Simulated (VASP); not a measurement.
OSZICAR of a VASP run on SiC (zinc blende):

File OSZICAR:
```
       N       E                     dE             d eps       ncg     rms          rms(c)
DAV:   1    -0.255382352991E+02   -0.25538E+02   -0.44270E+00   464   0.186E+01    0.125E+01
DAV:   2    -0.256871821531E+02   -0.14895E+00   -0.41228E-01   504   0.495E+00    0.104E+01
DAV:   3    -0.256852199688E+02    0.19622E-02   -0.46880E-02   504   0.167E+00    0.688E+00
DAV:   4    -0.256774001801E+02    0.78198E-02   -0.11277E-02   544   0.841E-01    0.410E+00
DAV:   5    -0.256752886500E+02    0.21115E-02   -0.76033E-03   536   0.619E-01    0.242E+00
DAV:   6    -0.256750385848E+02    0.25007E-03   -0.32912E-03   560   0.402E-01    0.141E+00
DAV:   7    -0.256748103846E+02    0.22820E-03   -0.67461E-04   600   0.201E-01    0.835E-01
DAV:   8    -0.256746215888E+02    0.18880E-03   -0.18026E-04   528   0.133E-01    0.499E-01
DAV:   9    -0.256745803143E+02    0.41274E-04   -0.20306E-04   488   0.122E-01    0.297E-01
DAV:  10    -0.256745969994E+02   -0.16685E-04   -0.12221E-04   472   0.881E-02    0.175E-01
DAV:  11    -0.256746043977E+02   -0.73984E-05   -0.30545E-05   488   0.429E-02    0.100E-01
DAV:  12    -0.256746018530E+02    0.25448E-05   -0.27853E-06   512   0.124E-02    0.567E-02
DAV:  13    -0.256746001340E+02    0.17190E-05   -0.37214E-06   472   0.139E-02    0.320E-02
DAV:  14    -0.256746003627E+02   -0.22875E-06   -0.37718E-06   400   0.141E-02
   1 F= -.25674600E+02 E0= -.25674600E+02  d E =-.109132E-15
       N       E                     dE             ncg
       N       E                     dE             ncg
       N       E                     dE             ncg
```

Q: Which electronic solver shows in the log?

A: It is blocked Davidson (ALGO = Normal, or the opening steps of other solvers). The INCAR had ALGO = Normal.

Q: Can the final energy be trusted as converged?

A: Self-consistency was reached. It stopped with EDIFF = 1E-6, NELM = 60 (Hartree-Fock, plane waves, VASP's PBE PAW potentials (set 64)).

The compound is SiC in the zinc blende structure. It was relaxed first. The cell's shape comes from a PBE relaxation.
